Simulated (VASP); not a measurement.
Here is the system:

```xyz
2
Lattice="0.0000 2.6493 2.6493 2.6493 0.0000 2.6493 2.6493 2.6493 0.0000" Properties=species:S:1:pos:R:3 pbc="T T T"
Cu     0.0000     0.0000     0.0000
Cl     1.3247     1.3247     1.3247
```

The numbers are results of PBEsol GGA, VASP's PBE PAW potentials (set 64) (plane waves; VASP), not measurements. Run with 520 eV cut-off, 10×10×10 Γ-centred mesh, tetrahedra with Blöchl corrections, potentials Cu Cl.

Task: Tabulate the total density of states (states/eV per cell) against energy (eV; zero at the valence-band maximum or, without a gap, the Fermi level).

Result: 
```json
[
 {"E (eV)": "-9.97", "DOS (states/eV)": "0.00"},
 {"E (eV)": "-9.73", "DOS (states/eV)": "0.00"},
 {"E (eV)": "-9.49", "DOS (states/eV)": "0.00"},
 {"E (eV)": "-9.25", "DOS (states/eV)": "0.00"},
 {"E (eV)": "-9.01", "DOS (states/eV)": "0.00"},
 {"E (eV)": "-8.77", "DOS (states/eV)": "0.00"},
 {"E (eV)": "-8.53", "DOS (states/eV)": "0.00"},
 {"E (eV)": "-8.29", "DOS (states/eV)": "0.00"},
 {"E (eV)": "-8.05", "DOS (states/eV)": "0.00"},
 {"E (eV)": "-7.81", "DOS (states/eV)": "0.00"},
 {"E (eV)": "-7.57", "DOS (states/eV)": "0.00"},
 {"E (eV)": "-7.33", "DOS (states/eV)": "0.00"},
 {"E (eV)": "-7.09", "DOS (states/eV)": "0.00"},
 {"E (eV)": "-6.85", "DOS (states/eV)": "1.81"},
 {"E (eV)": "-6.61", "DOS (states/eV)": "4.79"},
 {"E (eV)": "-6.49", "DOS (states/eV)": "2.77"},
 {"E (eV)": "-6.25", "DOS (states/eV)": "0.60"},
 {"E (eV)": "-6.01", "DOS (states/eV)": "1.59"},
 {"E (eV)": "-5.77", "DOS (states/eV)": "2.08"},
 {"E (eV)": "-5.53", "DOS (states/eV)": "2.63"},
 {"E (eV)": "-5.29", "DOS (states/eV)": "11.6"},
 {"E (eV)": "-5.05", "DOS (states/eV)": "0.00"},
 {"E (eV)": "-4.81", "DOS (states/eV)": "0.00"},
 {"E (eV)": "-4.57", "DOS (states/eV)": "0.00"},
 {"E (eV)": "-4.33", "DOS (states/eV)": "0.00"},
 {"E (eV)": "-4.09", "DOS (states/eV)": "0.00"},
 {"E (eV)": "-3.85", "DOS (states/eV)": "0.00"},
 {"E (eV)": "-3.61", "DOS (states/eV)": "0.00"},
 {"E (eV)": "-3.37", "DOS (states/eV)": "0.00"},
 {"E (eV)": "-3.13", "DOS (states/eV)": "0.00"},
 {"E (eV)": "-2.89", "DOS (states/eV)": "0.00"},
 {"E (eV)": "-2.65", "DOS (states/eV)": "0.00"},
 {"E (eV)": "-2.41", "DOS (states/eV)": "0.00"},
 {"E (eV)": "-2.17", "DOS (states/eV)": "0.00"},
 {"E (eV)": "-1.93", "DOS (states/eV)": "7.49"},
 {"E (eV)": "-1.69", "DOS (states/eV)": "13.8"},
 {"E (eV)": "-1.45", "DOS (states/eV)": "5.12"},
 {"E (eV)": "-1.21", "DOS (states/eV)": "5.65"},
 {"E (eV)": "-0.97", "DOS (states/eV)": "5.56"},
 {"E (eV)": "-0.73", "DOS (states/eV)": "5.06"},
 {"E (eV)": "-0.49", "DOS (states/eV)": "2.42"},
 {"E (eV)": "-0.25", "DOS (states/eV)": "1.24"},
 {"E (eV)": "-0.01", "DOS (states/eV)": "0.11"},
 {"E (eV)": "0.23", "DOS (states/eV)": "0.00"},
 {"E (eV)": "0.47", "DOS (states/eV)": "0.00"},
 {"E (eV)": "0.59", "DOS (states/eV)": "0.00"},
 {"E (eV)": "0.83", "DOS (states/eV)": "0.01"},
 {"E (eV)": "1.07", "DOS (states/eV)": "0.04"},
 {"E (eV)": "1.31", "DOS (states/eV)": "0.06"},
 {"E (eV)": "1.55", "DOS (states/eV)": "0.08"},
 {"E (eV)": "1.79", "DOS (states/eV)": "0.11"},
 {"E (eV)": "2.03", "DOS (states/eV)": "0.14"},
 {"E (eV)": "2.27", "DOS (states/eV)": "0.18"},
 {"E (eV)": "2.51", "DOS (states/eV)": "0.23"},
 {"E (eV)": "2.75", "DOS (states/eV)": "0.31"},
 {"E (eV)": "2.99", "DOS (states/eV)": "0.50"},
 {"E (eV)": "3.23", "DOS (states/eV)": "0.69"},
 {"E (eV)": "3.47", "DOS (states/eV)": "0.98"},
 {"E (eV)": "3.71", "DOS (states/eV)": "1.06"},
 {"E (eV)": "3.95", "DOS (states/eV)": "1.10"}
]
```
Within 2 eV below the valence-band maximum the largest weight inside VASP's projection spheres is Cu d.

The compound is CuCl in the zinc blende structure. It was relaxed first, which changed the volume by -6 %.
